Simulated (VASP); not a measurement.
# ZrAl3B3N (P3m1) in VASP: a series of runs, part 2 of 2

VASP 6.6.1. Earlier steps stand in the parts before.

## (3) Single point, PBE, collinear spin, ferromagnetic start

Contents of INCAR:

```
SYSTEM = ZrAl3B3N
PREC = Accurate ; ENCUT = 520
EDIFF = 1E-6 ; ISMEAR = 0
SIGMA = 0.1 ; LREAL = .FALSE.
LASPH = .TRUE. ; NELM = 150
ALGO = Normal ; ISIF = 2
LWAVE = .FALSE. ; LCHARG = .FALSE.
ISPIN = 2 ; MAGMOM = 1.5 0 0 0 0 0 0 0
LORBIT = 11 ; LMAXMIX = 4
GGA = PE ; KPAR = 2
```

Contents of KPOINTS:

```
regular mesh
0
G
  12 12 4
  0 0 0
```

Contents of POSCAR:

```
ZrAl3B3N
1.0
    3.0172470000      0.0000000000      0.0000000000
   -1.5086230000      2.6130120000      0.0000000000
    0.0000000000      0.0000000000     11.4161900000
Zr Al B N
1 3 3 1
Direct
    0.6666670000      0.3333330000      0.0105530000
    0.6666670000      0.3333330000      0.3139950000
    0.0000000000      0.0000000000      0.5253830000
    0.3333330000      0.6666670000      0.7302860000
    0.0000000000      0.0000000000      0.1757430000
    0.3333330000      0.6666670000      0.1658530000
    0.0000000000      0.0000000000      0.8491690000
    0.3333330000      0.6666670000      0.4190330000
```

Potentials or basis: VASP PAW PBE potentials, release 64 (Zr_sv, Al, B, N).

Started as:

```sh
$ cat potpaw_PBE.64/Zr_sv/POTCAR potpaw_PBE.64/Al/POTCAR potpaw_PBE.64/B/POTCAR potpaw_PBE.64/N/POTCAR > POTCAR
$ mpirun -np 2 vasp_std > vasp.out
```

OUTCAR:

```text
SYSTEM = ZrAl3B3N
   PREC = Accurate
   ENCUT = 520
   EDIFF = 1E-6
   ISMEAR = 0
   LREAL = .FALSE.
   LASPH = .TRUE.
   NELM = 150
   ISIF = 2
   ISPIN = 2
   LORBIT = 11
   GGA = PE

 ion  position               nearest neighbor table
   1  0.667  0.333  0.011-   6 2.49   6 2.49   6 2.49   7 2.54   7 2.54   7 2.54   5 2.57   5 2.57
                             5 2.57   2 3.46
   2  0.667  0.333  0.314-   8 2.11   8 2.11   8 2.11   5 2.35   5 2.35   5 2.35   6 2.43   6 2.43
                             6 2.43   3 2.98   3 2.98   3 2.98   1 3.46
   3  0.000  0.000  0.525-   8 2.12   8 2.12   8 2.12   4 2.92   4 2.92   4 2.92   2 2.98   2 2.98
                             2 2.98
   4  0.333  0.667  0.730-   7 2.21   7 2.21   7 2.21   3 2.92   3 2.92   3 2.92
   5  0.000  0.000  0.176-   6 1.75   6 1.75   6 1.75   2 2.35   2 2.35   2 2.35   1 2.57   1 2.57
                             1 2.57
   6  0.333  0.667  0.166-   5 1.75   5 1.75   5 1.75   2 2.43   2 2.43   2 2.43   1 2.49   1 2.49
                             1 2.49
   7  0.000  0.000  0.849-   4 2.21   4 2.21   4 2.21   1 2.54   1 2.54   1 2.54
   8  0.333  0.667  0.419-   2 2.11   2 2.11   2 2.11   3 2.12   3 2.12   3 2.12

  LATTYP: Found a hexagonal cell.
 ALAT       =     3.0172470000
 C/A-ratio  =     3.7836444945

  Lattice vectors:

 A1 = (   3.0172470000,   0.0000000000,   0.0000000000)
 A2 = (  -1.5086230000,   2.6130120000,   0.0000000000)
 A3 = (   0.0000000000,   0.0000000000,  11.4161900000)

Analysis of symmetry for initial positions (statically):
=====================================================================
 Subroutine PRICEL returns:
 Original cell was already a primitive cell.

 Routine SETGRP: Setting up the symmetry group for a
 hexagonal supercell.

 Subroutine GETGRP returns: Found  6 space group operations
 (whereof  6 operations were pure point group operations)
 out of a pool of 24 trial point group operations.

The static configuration has the point symmetry C_3v.

[... 820 lines left out ...]

 [... further k-points ...]

 spin component 2

 k-point     1 :       0.0000    0.0000    0.0000
  band No.  band energies     occupation
      1     -39.2460      1.00000
      2     -17.5577      1.00000
      3     -16.6490      1.00000
      4     -16.6490      1.00000
      5      -8.4060      1.00000
      6      -4.2850      1.00000
[... 613 lines left out ...]
     22      13.0521      0.00000
     23      13.4531      0.00000

 [... further k-points ...]

------------------------ aborting loop because EDIFF is reached ----------------------------------------

  FORCE on cell =-STRESS in cart. coord.  units (eV):
  Direction    XX          YY          ZZ          XY          YZ          ZX
  --------------------------------------------------------------------------------------
  -------------------------------------------------------------------------------------
  Total       -0.0046292     -0.0046292     -0.0076073     -0.0000000      0.0000000      0.0000000
  in kB       -0.0824031     -0.0824030     -0.1354157     -0.0000000      0.0000000      0.0000000
  external PRESSURE =      -0.1000739 kB  Pullay stress =       0.0000000 kB

 VOLUME and BASIS-vectors are now :
 -----------------------------------------------------------------------------
  energy-cutoff  :      520.00
  volume of cell :       90.01
      direct lattice vectors                 reciprocal lattice vectors
     3.017247000  0.000000000  0.000000000     0.331427954  0.191349995  0.000000000
    -1.508623000  2.613012000  0.000000000     0.000000000  0.382700118  0.000000000
     0.000000000  0.000000000 11.416190000     0.000000000  0.000000000  0.087594898

 POSITION                                       TOTAL-FORCE (eV/Angst)
 -----------------------------------------------------------------------------------
      1.50863      0.87100      0.12048        -0.000000      0.000000     -0.001030
      1.50863      0.87100      3.58463         0.000000     -0.000000      0.003100
      0.00000      0.00000      5.99787         0.000000     -0.000000      0.003582
     -0.00000      1.74201      8.33708         0.000000     -0.000000     -0.001335
      0.00000      0.00000      2.00632         0.000000     -0.000000     -0.002382
     -0.00000      1.74201      1.89341         0.000000     -0.000000      0.000832
      0.00000      0.00000      9.69427         0.000000     -0.000000     -0.003202
     -0.00000      1.74201      4.78376        -0.000000      0.000000      0.000434
 -----------------------------------------------------------------------------------
    total drift:                               -0.001309      0.000753      0.000662

  FREE ENERGIE OF THE ION-ELECTRON SYSTEM (eV)
  ---------------------------------------------------
  free  energy   TOTEN  =       -50.1189853464 eV

  energy  without entropy=      -50.1089049203  energy(sigma->0) =      -50.11394513

 total charge

# of ion       s       p       d       tot
------------------------------------------
    1        2.196   6.020   1.791  10.007
    2        0.320   0.347   0.000   0.667
    3        0.381   0.315   0.000   0.696
    4        0.413   0.348   0.000   0.761
    5        0.677   1.353   0.000   2.030
    6        0.692   1.317   0.000   2.009
    7        0.756   0.997   0.000   1.753
    8        1.238   2.500   0.000   3.738
--------------------------------------------------
tot          6.674  13.195   1.791  21.660

 magnetization (x)

# of ion       s       p       d       tot
------------------------------------------
    1        0.000   0.000   0.000   0.000
    2       -0.000  -0.000   0.000  -0.000
    3        0.000  -0.000   0.000   0.000
    4        0.000   0.000   0.000   0.000
    5       -0.000  -0.000   0.000  -0.000
    6       -0.000  -0.000   0.000  -0.000
    7        0.000   0.000   0.000   0.000
    8        0.000   0.000   0.000   0.000
--------------------------------------------------
tot          0.000   0.000   0.000   0.000
```

It took 3.5 min on 2 MPI ranks of AMD EPYC 7R13 (Zen 3), shared host; peak memory 0.39 GiB.

Results:

- Free energy: -50.1190 eV
- Pressure: 0.0 GPa
- Largest force: 0.004 eV/Å
- Band gap on the k mesh: none (metal or under the smearing width)
- Net moment: 0.00 μB per cell
- Valence electrons inside the program's atomic spheres: Zr 10.01; Al 0.67, 0.70, 0.76; B 2.03, 2.01, 1.75; N 3.74

Forces in eV/Å, atoms in the order of the input:
```
Zr   0.000  0.000 -0.001
Al   0.000  0.000  0.003
Al   0.000  0.000  0.004
Al   0.000  0.000 -0.001
B    0.000  0.000 -0.002
B    0.000  0.000  0.001
B    0.000  0.000 -0.003
N    0.000  0.000  0.000
```
